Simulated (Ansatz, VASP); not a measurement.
# TiB2: VASP beside Ansatz

Wanted: the spread between two codes on one cell, functional and k mesh. The cell is taken from a series of runs on this material, whose earlier steps may have relaxed, scaled, displaced or heated it; both programs get it as it stands.

Calculated with Ansatz 0.2.0; plane waves, with VASP 6.6.1 beside it; zone-centre phonons at PBEsol.

## (1) The starting structure

The structure is hexagonal, space group P6/mmm (No. 191). Conventional cell: a = 3.138 Å, b = 3.138 Å, c = 3.129 Å, α = 90.00°, β = 90.00°, γ = 120.00°. Nearest to B lie 3 B at 1.81 Å and 6 Ti at 2.39 Å. Nearest to Ti lie 12 B at 2.39 Å. Farther neighbours are not listed.

## (2) Ansatz: zone-centre phonons, PBEsol

Ansatz runs on its PAW soft_1 files.

Second derivatives magnify differences that forces hide, and they need a tight electronic threshold.

The input, input.yaml:

```yaml
crystal:
  lattice:
    - [3.1381957197, 0.0, 0.0]
    - [-1.5690978599, 2.7177572153, 0.0]
    - [0.0, 0.0, 3.1289773759]
  atoms:
    - { symbol: B, position: [0.3333333333, 0.6666666667, 0.5] }
    - { symbol: B, position: [0.6666666667, 0.3333333333, 0.5] }
    - { symbol: Ti, position: [0.0, 0.0, 0.0] }
kpoints:
  mp_grid: { grid: [15, 15, 16] }
hamiltonian:
  xc: pbesol
  pseudopotentials: { kind: paw, azcp: { folder: soft_1 }, xc_functional: pbe }
scf:
  occupations: { method: methfessel_paxton, width: 0.2 }
output:
  eigenvalues: true
phonons:
  method: dfpt
```

Command:

```sh
ansatz run input.yaml --threads 4 --pin off --max-ram 10240MiB --backend cpu --events-out ev --progress --plain --runs-dir out
```

Numbers of over 12 decimals in the logs are rounded to 6 here.

Output:

```text
zone centre: on kpoints.mp_grid the ground state, and the responses unless they are solved on pairs of k-points, stand on 576 of the mesh's 3600 k-points, reduced under 4 symmetry operations, with k and −k counted as one. Each operation leaves every solved displacement unchanged or reverses it
Engine: ansatz 0.2.0, x86_64-unknown-linux-gnu
Pseudopotentials: kind: paw
Pseudopotential: B, paw, valence charge 3, recommended cutoff 420 eV (normal), soft_1/B.paw.azcp
Pseudopotential: Ti, paw, valence charge 12, recommended cutoff 420 eV (normal), soft_1/Ti.paw.azcp
Functional definition: PBEsol
  exchange = pbesol_x
  correlation = pbesol_c
Crystal: 3 atoms, lattice volume = 26.687 Å³
Basis set: ecut = 420 eV, 527 PW (Γ), exchange–correlation on 48×48×48 points (8 copies of the dense FFT grid, shifted against one another)
Bands: 13, of which v1, the nominal top of the filled ones, is band 9 counted from 1 (8 counted from 0)
Symmetry: 24 space group operations
k-points: 576 of 3600 (irreducible under 4 space group operations, time reversal used)
Non-local potential: B, projectors of the file, l = 0: 2, l = 1: 2, l = 2: 1
Non-local potential: Ti, projectors of the file, l = 0: 3, l = 1: 2, l = 2: 3, l = 3: 1
PAW form: soft (Blöchl's): semilocal exchange-correlation on the pseudo side does not see the compensation charge
PAW frozen core: B, regenerated for the run's functional, and the local potential with it (the file was generated under x = pbe(κ = 0.804, μ = 0.219515), c = pbe(β = 0.066725))
PAW frozen core: Ti, regenerated for the run's functional, and the local potential with it (the file was generated under x = pbe(κ = 0.804, μ = 0.219515), c = pbe(β = 0.066725))
PAW one-centre angular grid: B, 110 points (default); XC on 64 Gauss nodes
PAW one-centre angular grid: Ti, 590 points (default); XC on 64 Gauss nodes
Initial density: superposition of atomic densities (chi_scale 0.1, normalization cell, long waves kept (reshape's long-wave potential 0.00 eV rms))
Initial wavefunctions: pseudopotential atomic-orbital guess
Functional: x = pbesol(κ = 0.804, μ = 0.123457), c = pbesol(β = 0.046)
SCF iter   1: F=—  HF=-2783.375520 eV  |F-HF|=—  |Δ(HF+E_count)|=         —  Δρ=9.46e-2  dr2=3.70e0  ethr=3.10e-3  ⟨swp⟩=4.3  Hψ=34838  notcnv=0
preconditioner: auto → none  [metal: Δε(μ)=0.044 eV  Ē_g=9.070 eV  σ=0.200 eV  W_gap=0.18  n_scr=8 (ndim 8)  ℏωp=22.7 eV  f_vac=0.000  D(μ)=0.36/eV (n_scr^D=0)  sad-step TF]
SCF iter   2: F=—  HF=-2782.873387 eV  |F-HF|=—  |Δ(HF+E_count)|=   5.02e-1  S|Δr|=    0.00e0  Δρ=6.10e-2  dr2=1.68e0  ethr=3.10e-3  ⟨swp⟩=2.0  Hψ=14315  notcnv=0
SCF iter   3: F=—  HF=-2782.469181 eV  |F-HF|=—  |Δ(HF+E_count)|=   4.04e-1  S|Δr|=    0.00e0  Δρ=6.65e-3  dr2=1.40e-2  ethr=3.10e-3  ⟨swp⟩=2.9  Hψ=14073  notcnv=0
SCF iter   4: F=—  HF=-2782.467892 eV  |F-HF|=—  |Δ(HF+E_count)|=   1.29e-3  S|Δr|=    0.00e0  Δρ=8.01e-4  dr2=1.01e-4  ethr=7.78e-5  ⟨swp⟩=1.4  Hψ=12354  notcnv=0
SCF iter   5: F=—  HF=-2782.467957 eV  |F-HF|=—  |Δ(HF+E_count)|=   6.46e-5  S|Δr|=    0.00e0  Δρ=1.86e-4  dr2=1.37e-5  ethr=5.63e-7  ⟨swp⟩=2.3  Hψ=11169  notcnv=0
SCF iter   6: F=—  HF=-2782.467955 eV  |F-HF|=—  |Δ(HF+E_count)|=   2.06e-6  S|Δr|=    0.00e0  Δρ=3.89e-5  dr2=4.79e-7  ethr=7.64e-8  ⟨swp⟩=2.7  Hψ=11642  notcnv=0
SCF iter   7: F=—  HF=-2782.467954 eV  |F-HF|=—  |Δ(HF+E_count)|=   1.16e-6  S|Δr|=    0.00e0  Δρ=3.77e-6  dr2=4.07e-9  ethr=2.66e-9  ⟨swp⟩=2.8  Hψ=11585  notcnv=0
SCF iter   8: F=—  HF=-2782.467954 eV  |F-HF|=—  |Δ(HF+E_count)|=   1.54e-9  S|Δr|=    0.00e0  Δρ=8.67e-7  dr2=2.47e-10  ethr=2.26e-11  ⟨swp⟩=2.5  Hψ=12207  notcnv=0
SCF iter   9: F=—  HF=-2782.467954 eV  |F-HF|=—  |Δ(HF+E_count)|=  6.46e-11  S|Δr|=    0.00e0  Δρ=2.14e-7  dr2=1.67e-11  ethr=1.37e-12  ⟨swp⟩=2.5  Hψ=10213  notcnv=0
SCF iter  10: F=-2782.467954 eV  HF=-2782.467954 eV  |F-HF|=0.00e0  |Δ(HF+E_count)|=  4.55e-12  S|Δr|=    0.00e0  Δρ=5.17e-9  dr2=6.51e-15  ethr=1.00e-12  ⟨swp⟩=4.7  Hψ=26081  notcnv=0
SCF 1 converged in 10 iterations: F = -2782.467954 eV  dr2 = 6.51e-15
  greatest PAW one-centre occupation: 0.998 electrons in one spin orbital (limit 2), on the Ti atom at site 2 (counted from 0), in its partial waves of l = 0
DFPT response loops at Γ: preconditioner auto → Kerker (q_TF=auto, 2.555 Å⁻¹) (partly filled bands, converged f_vac=0.000); β = 1.00, the filter's whole step (`scf.mixing.beta` (0.50) is not read by the response loops under this deck's `scf.mixing.preconditioner`; to damp them name `kerker` or `kerker_dos`, under which they read `scf.mixing.beta`, and type it under 1.00, their step now; both keys bind the ground state too); Broyden in place of MSR1
SCF converged after 10 iterations
Stability not checked: this state was not tested for a lower state beside it, because cold or Methfessel-Paxton smearing, or corrected tetrahedra, fill the levels in a way that the test cannot read (fill_not_monotonic; see scf.lower_state_search)
Free energy (F): -2782.467954 eV
Harris-Foulkes:  -2782.467954 eV  (|F-HF|=0.00e0)
Internal energy: -2782.468276 eV  (E = F + TS)
E sigma→0 (E₀):  -2782.468034 eV
Entropy (-TS):   0.000322 eV (0.107 meV/atom)
Fermi energy:    14.348550 eV
--- Per-component energies (eV) ---
  E_band       = -105.030146
  E_kinetic    = 379.095875
  E_local      = -865.066783  (includes V_loc(G=0)·N_el)
  E_nonlocal   = 76.745816
  E_hartree    = 352.960370
  E_xc         = -182.017821
  E_vxc        = -224.118661  (∫ρ·V_xc dr)
  E_paw        = -1166.724927  (= ΣΔE_a)
  E_vpaw       = -177.607044  (= ΣTr[D̂ρ^β])
  E_aug_tail   = -0.000085  (compensation charges beyond the density's cutoff)
  E_ewald      = -1377.629527
  E_core_change = 0.168806  (= ΣΔE_core)
  E_smearing   = 0.000322  (= −TS)
  E_closure    = -0.000000  (closes the sum)
  Σ components = -2782.467954   (vs F -2782.467954, Δ=0.00e0)
--- Band table (eV; the first three rows and the last of 576) ---
  k-point 0: bands = [... 5 lower, 11.4663, 11.4663, 12.5038, 12.8857, 16.2596, 16.2596, 18.2978, 18.2978]
  k-point 1: bands = [... 5 lower, 11.5111, 11.5111, 11.8838, 13.4339, 16.0742, 16.0742, 18.1984, 18.1984]
  k-point 2: bands = [... 5 lower, 11.0469, 11.6449, 11.6449, 14.0754, 15.6479, 15.6479, 17.9123, 17.9123]
  k-point 575: bands = [... 5 lower, 7.7127, 9.5097, 10.0081, 11.7581, 16.9805, 17.1305, 17.7895, 18.9798]
--- Phonons (Γ-DFPT): 4 representative perturbations + reference, on 576 of 3600 k-points (Σ response iterations 12) ---
  k mesh reduced under 4 symmetry operations, with k and −k counted as one. Each operation leaves every solved displacement unchanged or reverses it
  ASR residual: 3.959e-6 → 0.000e0 eV/Å²; symmetrization residual: 1.141e-6 eV/Å²
  ASR residual per site (eV/Å²): 5.72e-7 5.72e-7 3.96e-6
  Γ frequencies (cm⁻¹): 0.00 0.00 0.00 492.73 492.73 496.00 546.02 742.60 742.60
  non-analytic LO–TO correction: not included (Born effective charges unavailable; polar crystals: no LO–TO splitting at Γ)
```

[end of part 1 of 2]

[Lines on the potential files, build, host, timing and source positions are cut from VASP's logs without a mark.]

[Logs are printed without paths, hosts, clocks, repeated set-up lines and the standing remarks that a program may print on its own settings, such as how far it seeks lower states.]

[Hosts, paths, dates, database ids (printed as entryN), source tags and the programs' standing remarks are cut or masked in the printed files.]
